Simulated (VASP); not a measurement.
Output of a VASP run:

### OSZICAR
```
       N       E                     dE             d eps       ncg     rms          rms(c)
DAV:   1     0.703281966098E+03    0.70328E+03   -0.26315E+04  1488   0.203E+03
DAV:   2     0.706432290209E+02   -0.63264E+03   -0.61016E+03  1614   0.547E+02
DAV:   3    -0.213365115987E+02   -0.91980E+02   -0.90105E+02  1939   0.227E+02
DAV:   4    -0.249732906033E+02   -0.36368E+01   -0.36260E+01  1800   0.498E+01
DAV:   5    -0.251221978763E+02   -0.14891E+00   -0.14883E+00  2024   0.942E+00    0.138E+01
DAV:   6    -0.195589804331E+02    0.55632E+01   -0.25761E+01  2317   0.560E+01    0.460E+00
DAV:   7    -0.195578547462E+02    0.11257E-02   -0.17550E+00  1810   0.108E+01    0.273E+00
DAV:   8    -0.195455850588E+02    0.12270E-01   -0.49367E-01  2335   0.664E+00    0.120E+00
DAV:   9    -0.195163017744E+02    0.29283E-01   -0.12194E-01  2463   0.424E+00    0.138E-01
DAV:  10    -0.195179571158E+02   -0.16553E-02   -0.10656E-02  1642   0.601E-01    0.990E-02
DAV:  11    -0.195179386122E+02    0.18504E-04   -0.26641E-04  2339   0.175E-01    0.406E-02
DAV:  12    -0.195179230172E+02    0.15595E-04   -0.66556E-05  2093   0.546E-02    0.902E-03
DAV:  13    -0.195179230326E+02   -0.15337E-07   -0.42245E-06  2078   0.182E-02    0.257E-03
DAV:  14    -0.195179227156E+02    0.31699E-06   -0.12437E-06  2022   0.168E-02    0.144E-03
DAV:  15    -0.195179227287E+02   -0.13106E-07   -0.14621E-07  1115   0.371E-03
   1 F= -.19517923E+02 E0= -.19517923E+02  d E =0.000000E+00
```

File OUTCAR:
```
------------------------ aborting loop because EDIFF is reached ----------------------------------------
  FORCE on cell =-STRESS in cart. coord.  units (eV):
  Direction    XX          YY          ZZ          XY          YZ          ZX
  --------------------------------------------------------------------------------------
  Total       -0.0101258     -0.0101258      0.0227262      0.0000000      0.0000000      0.0000000
  in kB       -0.1867495     -0.1867495      0.4191386      0.0000000      0.0000000      0.0000000
  external PRESSURE =       0.0152132 kB  Pullay stress =       0.0000000 kB
  volume of cell :       86.87
      direct lattice vectors                 reciprocal lattice vectors
     5.020886060  0.000000000  0.000000000     0.199168033  0.000000000  0.000000000
     0.000000000  5.020886060  0.000000000     0.000000000  0.199168033  0.000000000
     0.000000000  0.000000000  3.446033253     0.000000000  0.000000000  0.290188726
 POSITION                                       TOTAL-FORCE (eV/Angst)
 -----------------------------------------------------------------------------------
      0.00000      0.00000      0.00000         0.000000      0.000000      0.000000
      2.51044      2.51044      1.72302         0.000000      0.000000      0.000000
      1.54254      1.54254      0.00000         0.016187      0.016187      0.000000
      4.05299      0.96790      1.72302         0.016187     -0.016187     -0.000000
      0.96790      4.05299      1.72302        -0.016187      0.016187      0.000000
      3.47834      3.47834      0.00000        -0.016187     -0.016187     -0.000000
 -----------------------------------------------------------------------------------
    total drift:                                0.000000     -0.000000      0.000000
  FREE ENERGIE OF THE ION-ELECTRON SYSTEM (eV)
  ---------------------------------------------------
  free  energy   TOTEN  =       -19.5179227287 eV

  energy  without entropy=      -19.5179227287  energy(sigma->0) =      -19.51792273

 total charge

# of ion       s       p       d       tot
------------------------------------------
    1        1.043   0.751  10.019  11.813
    2        1.043   0.751  10.019  11.813
    3        1.575   3.371   0.000   4.946
    4        1.575   3.371   0.000   4.946
    5        1.575   3.371   0.000   4.946
    6        1.575   3.371   0.000   4.946
--------------------------------------------------
tot          8.385  14.988  20.037  43.410

 Electric field gradients after diagonalization (V/A^2)
 (convention: |V_zz| > |V_xx| > |V_yy|)
----------------------------------------------------------------------
 ion       V_xx      V_yy      V_zz     asymmetry (V_yy - V_xx)/ V_zz
----------------------------------------------------------------------
   1    -102.943   -26.062   129.005       0.596
   2    -102.943   -26.062   129.005       0.596
   3      78.715    53.648  -132.363       0.189
   4      78.715    53.648  -132.363       0.189
   5      78.715    53.648  -132.363       0.189
   6      78.715    53.648  -132.363       0.189
```
(Selected blocks of OUTCAR.)

**POSCAR**
```
PbO2
1
    5.0208860601     0.0000000000     0.0000000000
    0.0000000000     5.0208860601     0.0000000000
    0.0000000000     0.0000000000     3.4460332533
Pb O
2 4
Direct
  0.0000000000   0.0000000000   0.0000000000
  0.5000000000   0.5000000000   0.5000000000
  0.3072253487   0.3072253487   0.0000000000
  0.8072253487   0.1927746513   0.5000000000
  0.1927746513   0.8072253487   0.5000000000
  0.6927746513   0.6927746513   0.0000000000
```

Q: Reconstruct the remaining input files.

A: Several could match; the one computed here: the input of the run itself, optB86b-vdW, plane waves, VASP's PBE PAW potentials (set 64).

### INCAR
```
! general
SYSTEM   = PbO2
PREC     = Accurate
ENCUT    = 520
LREAL    = .FALSE.
LASPH    = .TRUE.

! electronic loop
EDIFF    = 1E-7
NELM     = 100
ALGO     = Normal
LMAXMIX  = 4

! smearing
ISMEAR   = -5

! functional
GGA      = MK
LUSE_VDW = .TRUE.
AGGAC    = 0.0
PARAM1   = 0.1234
PARAM2   = 1.0

! ions
ISIF     = 2

! output
LWAVE    = .FALSE.
LCHARG   = .TRUE.
LORBIT   = 11
NEDOS    = 601

! other
LEFG     = .TRUE.
```

**KPOINTS**
```
Automatic mesh
0
Gamma
5 5 7
0 0 0
```

POTCAR, in this order: Pb_d O (PBE.64 set). Program: vasp_std.

The compound is PbO2 in the rutile structure. It was relaxed first.
